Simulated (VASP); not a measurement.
Energy against volume of Zr (hcp). Computed with LDA (Ceperley-Alder, Perdew-Zunger), VASP's LDA PAW potentials (set 64) (plane waves; VASP). Numerical set-up: 520 eV cut-off, 13×13×7 Γ-centred mesh, first-order Methfessel-Paxton smearing of 0.10 eV, potentials Zr_sv.

Shape and ions are relaxed at each volume.

```json
[
 {"V (Å³/atom)": "20.500", "E (eV/atom)": "-9.26406"},
 {"V (Å³/atom)": "21.155", "E (eV/atom)": "-9.28456"},
 {"V (Å³/atom)": "21.809", "E (eV/atom)": "-9.29097"},
 {"V (Å³/atom)": "22.463", "E (eV/atom)": "-9.28518"}
]
```

Problem. Fit these four points and predict the energy of the run at 23.117 Å³/atom.

Solution. A cubic in V^(−2/3), the third-order Birch-Murnaghan form, passes through the four points with V0 = 21.81 Å³/atom and B0 = 99 GPa, and gives -9.2688 eV/atom there. The run gave -9.2683 eV/atom, +0.5 meV/atom from the fit; all five points give B0 = 101 GPa.

The compound is Zr in the hcp structure. It was relaxed first, which changed the volume by -6 %.
